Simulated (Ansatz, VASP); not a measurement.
## KMgF3: VASP beside Ansatz

One calculation is typed for both programs; each brings its own data sets. How far apart do they land? The cell is taken from a series of runs on this material, whose earlier steps may have relaxed, scaled, displaced or heated it; both programs get it as it stands.

Method: plane waves, with VASP 6.6.1 beside it; relaxation of cell and atoms at PBE and zone-centre phonons at PBE, in Ansatz 0.2.0.

**1. Set-up**

Symmetry: Pm-3m, No. 221, cubic system. Conventional cell: a = 4.054 Å, b = 4.054 Å, c = 4.054 Å, α = 90.00°, β = 90.00°, γ = 90.00°. K has 12 F at 2.87 Å nearest. Nearest to Mg lie 6 F at 2.03 Å. Nearest to F lie 2 Mg at 2.03 Å and 4 K at 2.87 Å. Farther neighbours and most contacts between anions are not listed.

As a file:

```cif
data_structure
_symmetry_space_group_name_H-M 'Pm-3m'
_symmetry_Int_Tables_number 221
_cell_length_a 4.0542
_cell_length_b 4.0542
_cell_length_c 4.0542
_cell_angle_alpha 90.000
_cell_angle_beta 90.000
_cell_angle_gamma 90.000
_cell_volume 66.64
loop_
_atom_site_label
_atom_site_type_symbol
_atom_site_symmetry_multiplicity
_atom_site_Wyckoff_symbol
_atom_site_fract_x
_atom_site_fract_y
_atom_site_fract_z
_atom_site_occupancy
K1 K 1 b 0.50000 0.50000 0.50000 1
Mg1 Mg 1 a 0.00000 0.00000 0.00000 1
F1 F 3 d 0.50000 0.00000 0.00000 1
```

**2. VASP: relaxation of cell and atoms, PBE**

The relaxed volume is the usual yardstick between codes: in a stiff, nearly cubic crystal its relative difference is about their pressure difference at one cell divided by the bulk modulus.

Lines of VASP's logs that name or quote its potential files are left out, and so is its time.

INCAR reads:

```
SYSTEM = KMgF3
PREC = Accurate
ENCUT = 600
EDIFF = 1E-07
NELM = 120
ISMEAR = 0
SIGMA = 0.01
LREAL = .FALSE.
ALGO = Normal
GGA = PE
NBANDS = 22
LORBIT = 11
LWAVE = .FALSE.
LCHARG = .FALSE.
ISIF = 3
IBRION = 2
NSW = 80
EDIFFG = -0.005
LASPH = .TRUE.
GGA_COMPAT = .FALSE.
NELMIN = 4
EFERMI = MIDGAP
KPAR = 2
```

POSCAR reads:

```
KMgF3
1.0
    4.0541860000      0.0000000000      0.0000000000
    0.0000000000      4.0541860000      0.0000000000
    0.0000000000      0.0000000000      4.0541860000
K Mg F
1 1 3
Direct
    0.5000000000      0.5000000000      0.5000000000
    0.0000000000      0.0000000000      0.0000000000
    0.5000000000      0.0000000000      0.0000000000
    0.0000000000      0.5000000000      0.0000000000
    0.0000000000      0.0000000000      0.5000000000
```

KPOINTS reads:

```
Automatic mesh
0
Gamma
6 6 6
0 0 0
```

Potentials, in the order of the species: K_sv, Mg and F (PBE family, release 64).

Started as:

```console
> mpirun -np 2 vasp_std
```

Numbers of over 12 decimals in the logs are rounded to 6 here.

What it wrote:

```text
[banner, memory and clock lines left out]
running    2 mpi-ranks, on    1 nodes
 distrk:  each k-point on    1 cores,    2 groups
 distr:  one band on    1 cores,    1 groups

 POSCAR found type information on POSCAR K MgF
 POSCAR found :  3 types and       5 ions
 LDA part: xc-table for (Slater+PW92), standard interpolation
 POSCAR, INCAR and KPOINTS ok, starting setup
 FFT: planning ... GRIDC
 FFT: planning ... GRID_SOFT
 FFT: planning ... GRID
 WAVECAR not read
 entering main loop
       N       E                     dE             d eps       ncg     rms          rms(c)
DAV:   1     0.250940056780E+03    0.25094E+03   -0.18964E+04   920   0.155E+03
DAV:   2    -0.134680547481E+02   -0.26441E+03   -0.25385E+03  1160   0.383E+02
DAV:   3    -0.261046499859E+02   -0.12637E+02   -0.12584E+02  1232   0.795E+01
DAV:   4    -0.266729599832E+02   -0.56831E+00   -0.56776E+00  1370   0.985E+00
DAV:   5    -0.266753072981E+02   -0.23473E-02   -0.23473E-02  1158   0.681E-01    0.894E+00
DAV:   6    -0.244695726626E+02    0.22057E+01   -0.82368E+00  1012   0.204E+01    0.373E+00
DAV:   7    -0.244593509409E+02    0.10222E-01   -0.21467E-01  1186   0.294E+00    0.229E+00
DAV:   8    -0.244575024974E+02    0.18484E-02   -0.80352E-02  1104   0.282E+00    0.323E-01
DAV:   9    -0.244570972309E+02    0.40527E-03   -0.18653E-02  1122   0.964E-01    0.149E-01
DAV:  10    -0.244571882341E+02   -0.91003E-04   -0.15601E-03  1120   0.290E-01    0.771E-02
DAV:  11    -0.244571886926E+02   -0.45850E-06   -0.19634E-05  1124   0.346E-02    0.622E-02
DAV:  12    -0.244571869931E+02    0.16995E-05   -0.54615E-05   928   0.581E-02    0.628E-03
DAV:  13    -0.244571869611E+02    0.31940E-07   -0.17161E-06  1164   0.945E-03    0.247E-03
DAV:  14    -0.244571869802E+02   -0.19082E-07   -0.40365E-07  1106   0.455E-03
   1 F= -.24457187E+02 E0= -.24457187E+02  d E =-.244572E+02
 curvature:   0.00 expect dE= 0.000E+00 dE for cont linesearch  0.000E+00
 trial: gam= 0.00000 g(F)=  0.000E+00 g(S)=  0.145E-02 ort = 0.000E+00 (trialstep = 0.100E+01)
 search vector abs. value=  0.145E-02
 bond charge predicted
       N       E                     dE             d eps       ncg     rms          rms(c)
DAV:   1    -0.244714334360E+02   -0.14246E-01   -0.25407E-01   940   0.443E+00    0.912E-01
DAV:   2    -0.244588250383E+02    0.12608E-01   -0.55115E-02   958   0.176E+00    0.172E-01
DAV:   3    -0.244581554618E+02    0.66958E-03   -0.11756E-03  1190   0.278E-01    0.100E-01
DAV:   4    -0.244580210007E+02    0.13446E-03   -0.51829E-04  1514   0.124E-01    0.762E-02
DAV:   5    -0.244580442961E+02   -0.23295E-04   -0.43653E-05  1372   0.444E-02    0.962E-03
DAV:   6    -0.244580439127E+02    0.38338E-06   -0.17765E-05  1494   0.308E-02    0.510E-03
DAV:   7    -0.244580454622E+02   -0.15495E-05   -0.13815E-06  1160   0.635E-03    0.988E-04
DAV:   8    -0.244580456979E+02   -0.23574E-06   -0.28306E-08   678   0.119E-03    0.122E-04
DAV:   9    -0.244580457032E+02   -0.52901E-08   -0.34026E-09   500   0.555E-04
   2 F= -.24458046E+02 E0= -.24458046E+02  d E =-.858723E-03
 trial-energy change:   -0.000859  1 .order   -0.000863   -0.001445   -0.000281
 step:   1.2483(harm=  1.2414)  dis= 0.00000  next Energy=   -24.458081 (dE=-0.894E-03)
 bond charge predicted
       N       E                     dE             d eps       ncg     rms          rms(c)
DAV:   1    -0.244589056290E+02   -0.85993E-03   -0.15723E-02   940   0.110E+00    0.227E-01
DAV:   2    -0.244581263630E+02    0.77927E-03   -0.34029E-03   970   0.436E-01    0.427E-02
DAV:   3    -0.244580840708E+02    0.42292E-04   -0.72241E-05  1180   0.686E-02    0.253E-02
DAV:   4    -0.244580761749E+02    0.78959E-05   -0.31822E-05  1514   0.306E-02    0.192E-02
DAV:   5    -0.244580792200E+02   -0.30451E-05   -0.26252E-06  1374   0.108E-02    0.236E-03
DAV:   6    -0.244580794845E+02   -0.26445E-06   -0.10685E-06  1414   0.755E-03    0.123E-03
DAV:   7    -0.244580798022E+02   -0.31772E-06   -0.92385E-08   898   0.158E-03    0.264E-04
DAV:   8    -0.244580798578E+02   -0.55672E-07   -0.41337E-09   482   0.459E-04
   3 F= -.24458080E+02 E0= -.24458080E+02  d E =-.892878E-03
 curvature:  -0.62 expect dE=-0.268E-07 dE for cont linesearch -0.268E-07
 trial: gam= 0.00000 g(F)=  0.108E-65 g(S)=  0.433E-07 ort =-0.791E-05 (trialstep = 0.105E+01)
 search vector abs. value=  0.434E-07
 reached required accuracy - stopping structural energy minimisation
```

Parts of OUTCAR (step 2):

```text
ion  position               nearest neighbor table
   1  0.500  0.500  0.500-   2 3.51   2 3.51   2 3.51   2 3.51   2 3.51   2 3.51   2 3.51   2 3.51

  LATTYP: Found a simple cubic cell.
 ALAT       =     4.0541860000

 Subroutine GETGRP returns: Found 48 space group operations
 (whereof 48 operations were pure point group operations)

The static configuration has the point symmetry O_h .

 Found     20 irreducible k-points:

   k-points           NKPTS =     20   k-points in BZ     NKDIM =     20   number of bands    NBANDS=     22

   dimension x,y,z NGX =    32 NGY =   32 NGZ =   32
   dimension x,y,z NGXF=    64 NGYF=   64 NGZF=   64

   ENCUT  =  600.0 eV  44.10 Ry    6.64 a.u.   8.10  8.10  8.10*2*pi/ulx,y,z

   NELECT =      32.0000    total number of electrons

 k-points in reciprocal lattice and weights: Automatic mesh
   0.00000000  0.00000000  0.00000000       0.005
   0.16666667  0.00000000  0.00000000       0.028
   0.33333333  0.00000000  0.00000000       0.028
   0.50000000  0.00000000  0.00000000       0.014
   0.16666667  0.16666667  0.00000000       0.056
   0.33333333  0.16666667  0.00000000       0.111
   0.50000000  0.16666667  0.00000000       0.056
   0.33333333  0.33333333  0.00000000       0.056
   0.50000000  0.33333333  0.00000000       0.056
[...]
0.50000000  0.50000000  0.33333333       0.028
   0.50000000  0.50000000  0.50000000       0.005

 average (electrostatic) potential at core
       1 -34.7815       2 -38.7617       3 -77.6869       4 -77.6869       5 -77.6869

 E-fermi :   1.6795

 k-point     1 :       0.0000    0.0000    0.0000
  band No.  band energies     occupation
    ...
     12      -2.3983      2.00000
     13      -2.3983      2.00000
     14      -2.1362      2.00000
     15      -2.1362      2.00000
     16      -2.1362      2.00000
     17       5.1742      0.00000
     18       8.2076      0.00000
     19       8.2076      0.00000
     20      10.3124      0.00000
     21      10.3124      0.00000
    ...

 k-point     2 :       0.1667    0.0000    0.0000
  band No.  band energies     occupation
    ...
     12      -2.4507      2.00000
     13      -2.4507      2.00000
     14      -2.3796      2.00000
     15      -2.1846      2.00000
     16      -2.1846      2.00000
     17       5.6426      0.00000
     18       8.4391      0.00000
     19       8.4681      0.00000
     20      10.4325      0.00000
     21      10.4325      0.00000
    ...

 k-point     3 :       0.3333    0.0000    0.0000
  band No.  band energies     occupation
    ...
     12      -2.5670      2.00000
     13      -2.5656      2.00000
     14      -2.5656      2.00000
     15      -2.2758      2.00000
     16      -2.2758      2.00000
     17       6.7974      0.00000
     18       8.8002      0.00000
     19       8.9302      0.00000
     20      10.6737      0.00000
     21      10.6737      0.00000
    ...

  Total        0.0012225      0.0012225      0.0012225      0.0000000     -0.0000000      0.0000000
  in kB        0.0296310      0.0296310      0.0296310      0.0000000     -0.0000000      0.0000000
  external PRESSURE =       0.0296310 kB  Pullay stress =       0.0000000 kB

  energy-cutoff  :      600.00
  volume of cell :       66.10
      direct lattice vectors                 reciprocal lattice vectors
     4.043275434 -0.000000000 -0.000000000     0.247324234 -0.000000000 -0.000000000
     0.000000000  4.043275434 -0.000000000     0.000000000  0.247324234 -0.000000000
     0.000000000  0.000000000  4.043275434     0.000000000  0.000000000  0.247324234

 POSITION                                       TOTAL-FORCE (eV/Angst)
 -----------------------------------------------------------------------------------
      2.02164      2.02164      2.02164         0.000000     -0.000000      0.000000
      0.00000      0.00000      0.00000        -0.000000     -0.000000      0.000000
      2.02164     -0.00000     -0.00000        -0.000000     -0.000000      0.000000
      0.00000      2.02164     -0.00000        -0.000000     -0.000000      0.000000
      0.00000      0.00000      2.02164         0.000000      0.000000      0.000000
 -----------------------------------------------------------------------------------
    total drift:                                0.000000      0.000000     -0.000000

  FREE ENERGIE OF THE ION-ELECTRON SYSTEM (eV)
  ---------------------------------------------------
  free  energy   TOTEN  =       -24.4580798578 eV

  energy  without entropy=      -24.4580798578  energy(sigma->0) =      -24.45807986

 reached required accuracy - stopping structural energy minimisation

 total charge
# of ion       s       p       d       tot
------------------------------------------
    1        1.955   5.593   0.025   7.573
    2        0.119   0.147   0.071   0.337
    3        1.725   4.403   0.000   6.128
    4        1.725   4.403   0.000   6.128
    5        1.725   4.403   0.000   6.128
--------------------------------------------------
tot          7.250  18.948   0.096  26.295

[... 3 further parts left out ...]
```

**3. Ansatz: relaxation of cell and atoms, PBE**

Ansatz runs on its default PAW (the set named soft_2) files.

The same cell, functional and mesh now go to Ansatz, which takes its cutoff from its data sets.

input.yaml reads:

```yaml
crystal:
  lattice:
    - [4.0541864031, 0.0, 0.0]
    - [0.0, 4.0541864031, 0.0]
    - [0.0, 0.0, 4.0541864031]
  atoms:
    - { symbol: K, position: [0.5, 0.5, 0.5] }
    - { symbol: Mg, position: [0.0, 0.0, 0.0] }
    - { symbol: F, position: [0.5, 0.0, 0.0] }
    - { symbol: F, position: [0.0, 0.5, 0.0] }
    - { symbol: F, position: [0.0, 0.0, 0.5] }
kpoints:
  mp_grid: { grid: [6, 6, 6] }
hamiltonian:
  xc: pbe
scf:
  occupations: { method: fixed }
output:
  forces: true
  stress: true
  eigenvalues: true
relax:
  adjacent_minimum: "off"
  f_tol: 0.001
  max_steps: 60
  cell: { stress_tol: 0.01 }
```

Started as:

```console
> ansatz run input.yaml --threads 4 --pin off --max-ram 14336MiB --backend cpu --events-out ev --progress --plain --runs-dir out
```

What it wrote:

```text
Engine: ansatz 0.2.0, x86_64-unknown-linux-gnu
Pseudopotentials: kind: paw
Pseudopotential: K, paw, valence charge 9, recommended cutoff 420 eV (normal), K.paw.azcp
Pseudopotential: Mg, paw, valence charge 10, recommended cutoff 420 eV (normal), Mg.paw.azcp
Pseudopotential: F, paw, valence charge 7, recommended cutoff 420 eV (normal), F.paw.azcp
Functional definition: PBE
  parameter kappa = 0.804
  parameter beta = 0.066725
  exchange = pbe_x(kappa = kappa, mu = beta*pi^2/3)
  correlation = pbe_c(beta = beta)
Crystal: 5 atoms, lattice volume = 66.636 Å³
Basis set: ecut = 420 eV, 1309 PW (Γ), exchange–correlation on 60×60×60 points (8 copies of the dense FFT grid, shifted against one another)
Bands: 25, of which v1, the nominal top of the filled ones, is band 20 counted from 1 (19 counted from 0)
Symmetry: 48 space group operations
Space group: Pm-3m (ITA 221), of the structure as read, at distance tolerance 4.1e-5 Å
k-points: 20 of 216
Non-local potential: K, projectors of the file, l = 0: 3, l = 1: 2, l = 2: 2
Non-local potential: Mg, projectors of the file, l = 0: 3, l = 1: 2, l = 2: 1
Non-local potential: F, projectors of the file, l = 0: 2, l = 1: 2, l = 2: 1
PAW form: soft (Blöchl's): semilocal exchange-correlation on the pseudo side does not see the compensation charge
PAW one-centre angular grid: K, 110 points (default); XC on 64 Gauss nodes
PAW one-centre angular grid: Mg, 110 points (default); XC on 64 Gauss nodes
PAW one-centre angular grid: F, 110 points (default); XC on 64 Gauss nodes
Initial density: superposition of atomic densities (neutral atoms: chi_scale 0, normalization atom), corrected by the library's trained network
Initial wavefunctions: pseudopotential atomic-orbital guess
Functional: x = pbe(κ = 0.804, μ = 0.219515), c = pbe(β = 0.066725)
SCF iter   1: F=—  HF=-5894.736895 eV  |F-HF|=—  |Δ(HF+E_count)|=         —  Δρ=5.35e-4  dr2=6.44e-5  ethr=1.77e-3  ⟨swp⟩=4.4  Hψ=2098  notcnv=0  defer=37
preconditioner: auto → Resta (q_TF=auto, 2.506 Å⁻¹)  ε∞=2.8  [insulator: Δε(μ)=6.952 eV  Ē_g=18.942 eV  n_scr=18 (ndim 8)  ℏωp=25.7 eV  f_vac=0.038  ε∞_Penn≈2.8]
SCF iter   2: F=—  HF=-5894.737220 eV  |F-HF|=—  |Δ(HF+E_count)|=   3.25e-4  Δρ=2.42e-4  dr2=1.82e-5  ethr=1.61e-7  ⟨swp⟩=3.0  Hψ=1225  notcnv=0  defer=54
SCF iter   3: F=—  HF=-5894.737326 eV  |F-HF|=—  |Δ(HF+E_count)|=   1.07e-4  Δρ=1.09e-4  dr2=5.51e-6  ethr=4.56e-8  ⟨swp⟩=2.0  Hψ=822  notcnv=0  defer=54
SCF iter   4: F=—  HF=-5894.737353 eV  |F-HF|=—  |Δ(HF+E_count)|=   2.71e-5  Δρ=4.17e-5  dr2=7.99e-7  ethr=1.38e-8  ⟨swp⟩=2.0  Hψ=860  notcnv=0  defer=60
iter 5 did not close the SCF: its close was put off for the readings that it lacked (scf_convergence_deferred on its scf_iter line)
SCF iter   5: F=-5894.737353 eV  HF=-5894.737353 eV  |F-HF|=1.99e-7  |Δ(HF+E_count)|=   3.23e-7  Δρ=1.86e-5  dr2=8.89e-8  ethr=2.00e-9  ⟨swp⟩=2.0  Hψ=780  notcnv=0  defer=60
SCF iter   6: F=-5894.737353 eV  HF=-5894.737353 eV  |F-HF|=3.41e-9  |Δ(HF+E_count)|=   2.42e-7  Δρ=1.87e-6  dr2=1.18e-9  ethr=2.22e-10  ⟨swp⟩=8.1  Hψ=2813  notcnv=0
SCF 1 converged in 6 iterations: F = -5894.737353 eV  dr2 = 1.18e-9
  greatest PAW one-centre occupation: 1.000 electrons in one spin orbital (limit 2), on the Mg atom at site 1 (counted from 0), in its partial waves of l = 0
relax step   1: F+E_penalty+E_count = -5894.73735324 eV  Δ(F+E_penalty+E_count) = +0.000e0 eV  max|allowed force component| = 1.074e-29 eV/Å  Δτ_max = 0.0000 Å  P = +0.005 GPa  Ω = 66.636 Å³  (6 SCF iters, dr2 threshold 1.00e-7 eV, accepted)
Initial density: handed on by an earlier stage of this run
Initial wavefunctions: pseudopotential atomic-orbital guess (no wavefunctions were taken with the density)
iter 1 solved again at ethr=1.63e-8 eV; its pass at ethr=3.10e-3 eV (dr2=6.53e-6 eV) is discarded
SCF iter   1: F=—  HF=-5894.736792 eV  |F-HF|=—  |Δ(HF+E_count)|=         —  Δρ=2.25e-5  dr2=1.85e-7  ethr=1.63e-8  ⟨swp⟩=3.8  Hψ=3541  notcnv=0  defer=55
preconditioner: auto → Resta (q_TF=auto, 2.506 Å⁻¹)  ε∞=2.8  [insulator: Δε(μ)=6.960 eV  Ē_g=18.948 eV  n_scr=18 (ndim 8)  ℏωp=25.7 eV  f_vac=0.038  ε∞_Penn≈2.8]
SCF iter   2: F=—  HF=-5894.737353 eV  |F-HF|=—  |Δ(HF+E_count)|=   5.61e-4  Δρ=2.02e-5  dr2=1.51e-7  ethr=4.63e-10  ⟨swp⟩=3.0  Hψ=1082  notcnv=0  defer=36
SCF iter   3: F=—  HF=-5894.737353 eV  |F-HF|=—  |Δ(HF+E_count)|=   3.58e-8  Δρ=9.30e-6  dr2=3.18e-8  ethr=3.77e-10  ⟨swp⟩=2.5  Hψ=751  notcnv=0  defer=36
SCF iter   4: F=—  HF=-5894.737353 eV  |F-HF|=—  |Δ(HF+E_count)|=   4.60e-9  Δρ=5.04e-6  dr2=9.37e-9  ethr=7.94e-11  ⟨swp⟩=2.9  Hψ=865  notcnv=0  defer=36
SCF iter   5: F=—  HF=-5894.737353 eV  |F-HF|=—  |Δ(HF+E_count)|=  6.31e-10  Δρ=2.87e-6  dr2=3.19e-9  ethr=2.34e-11  ⟨swp⟩=2.5  Hψ=827  notcnv=0  defer=36
SCF iter   6: F=—  HF=-5894.737353 eV  |F-HF|=—  |Δ(HF+E_count)|=  2.94e-10  Δρ=1.69e-6  dr2=1.09e-9  ethr=7.96e-12  ⟨swp⟩=2.0  Hψ=662  notcnv=0  defer=36
SCF iter   7: F=—  HF=-5894.737353 eV  |F-HF|=—  |Δ(HF+E_count)|=  7.37e-11  Δρ=9.93e-7  dr2=3.73e-10  ethr=2.71e-12  ⟨swp⟩=2.4  Hψ=816  notcnv=0  defer=36
SCF iter   8: F=—  HF=-5894.737353 eV  |F-HF|=—  |Δ(HF+E_count)|=  1.82e-11  Δρ=6.18e-7  dr2=1.43e-10  ethr=1.00e-12  ⟨swp⟩=1.1  Hψ=481  notcnv=0  defer=36
SCF iter   9: F=—  HF=-5894.737353 eV  |F-HF|=—  |Δ(HF+E_count)|=  9.09e-12  Δρ=3.41e-7  dr2=4.34e-11  ethr=1.00e-12  ⟨swp⟩=1.0  Hψ=480  notcnv=0  defer=36
SCF iter  10: F=-5894.737353 eV  HF=-5894.737353 eV  |F-HF|=9.09e-13  |Δ(HF+E_count)|=  6.37e-12  Δρ=1.00e-8  dr2=3.27e-14  ethr=1.00e-12  ⟨swp⟩=9.7  Hψ=3111  notcnv=0
SCF 2 converged in 10 iterations: F = -5894.737353 eV  dr2 = 3.27e-14
relax step   2: F+E_penalty+E_count = -5894.73735325 eV  Δ(F+E_penalty+E_count) = -5.475e-10 eV  max|allowed force component| = 2.333e-29 eV/Å  Δτ_max = 0.0000 Å  P = +0.005 GPa  Ω = 66.636 Å³  stress off target by 5.26e-3 GPa  SCF on the basis re-selected at this cell (its energy is not comparable with the rows above)  (10 SCF iters)
basis re-selected at this cell: Δ(F+E_penalty+E_count) = -5.475e-10 eV, ΔP = -0.000 GPa vs the last step (what re-selecting the basis moved, of the pressure what is left beyond the Pulay correction that the steps carried, after the strain that the cell walked since its last selection, with what the two solves' SCF thresholds leave and, on support functions, any second-order correction that the steps lacked; it is no  [...]
SCF converged after 10 iterations
Free energy (F): -5894.737353 eV
Harris-Foulkes:  -5894.737353 eV  (|F-HF|=9.09e-13)
Internal energy: -5894.737353 eV  (E = F + TS)
E sigma→0 (E₀):  -5894.737353 eV
Fermi energy:    2.380426 eV
--- Per-component energies (eV) ---
  E_band       = -519.863575
  E_kinetic    = 954.693641
  E_local      = -3803.254680  (includes V_loc(G=0)·N_el)
  E_nonlocal   = 327.678899
  E_hartree    = 1384.700294
  E_xc         = -406.636328
  E_vxc        = -513.092357  (∫ρ·V_xc dr)
  E_paw        = -1676.129659  (= ΣΔE_a)
  E_vpaw       = -255.295994  (= ΣTr[D̂ρ^β])
  E_aug_tail   = 0.006324  (compensation charges beyond the density's cutoff)
  E_ewald      = -2675.795844
  E_smearing   = -0.000000  (= −TS)
  E_closure    = 0.000000  (closes the sum)
  Σ components = -5894.737353   (vs F -5894.737353, Δ=0.00e0)
--- Forces (eV/Å), atoms counted from 1 ---
  atom   1  K      0.00000000    -0.00000000     0.00000000
  atom   2  Mg    -0.00000000     0.00000000    -0.00000000
  atom   3  F      0.00000000    -0.00000000    -0.00000000
  atom   4  F      0.00000000    -0.00000000     0.00000000
  atom   5  F      0.00000000     0.00000000     0.00000000
  max |Σ_I F_I| component: 6.74e-29 eV/Å
--- Stress (GPa, compression-positive) ---
        0.005260      -0.000000      -0.000000
       -0.000000       0.005260       0.000000
        0.000000       0.000000       0.005260
  P = ⅓ Tr σ = 0.0053 GPa (0.053 kbar)
--- Band table (eV; the first three rows and the last of 20) ---
  k-point 0: bands = [... 16 lower, 1.8043, 2.0617, 2.0617, 2.0617, 9.3406, 12.3964, 12.3964, 14.4621, ... 1 higher]
  k-point 1: bands = [... 16 lower, 1.7530, 1.8222, 2.0142, 2.0142, 9.8053, 12.6233, 12.6501, 14.5753, ... 1 higher]
  k-point 2: bands = [... 16 lower, 1.6399, 1.6399, 1.9251, 1.9251, 10.9529, 12.9630, 13.1037, 14.8024, ... 1 higher]
  k-point 19: bands = [... 16 lower, 1.3139, 2.3804, 2.3804, 2.3804, 12.6411, 12.6411, 12.6411, 15.9645, ... 1 higher]
--- Relaxed structure (1 steps of the walk, 1 accepted, 1 SCFs on fresh bases) ---
  F+E_penalty+E_count = -5894.73735325 eV   max|allowed force component| = 2.333e-29 eV/Å   (the final SCF, on the basis selected at the relaxed cell)
  cell:  # Å, volume = 66.6363 Å³
    - [4.0541864031, 0.0, 0.0]
    - [0.0, 4.0541864031, 0.0]
    - [0.0, 0.0, 4.0541864031]
  atoms:
    - { symbol: K, position: [0.5, 0.5, 0.5] }
    - { symbol: Mg, position: [0.0, 0.0, 0.0] }
    - { symbol: F, position: [0.5, 0.0, 0.0] }
    - { symbol: F, position: [0.0, 0.5, 0.0] }
    - { symbol: F, position: [0.0, 0.0, 0.5] }
```

The column dr2 measures how far the density is from self-consistency, as an energy; F and HF (Harris–Foulkes) agree once it is small.

(Part 1 of 2 ends here.)

[Lines on the potential files, build, host, timing and source positions are cut from VASP's logs without a mark.]

[Logs are printed without paths, hosts, clocks, repeated set-up lines and the standing remarks that a program may print on its own settings, such as how far it seeks lower states.]

[Hosts, paths, dates, database ids (printed as entryN), source tags and the programs' standing remarks are cut or masked in the printed files.]
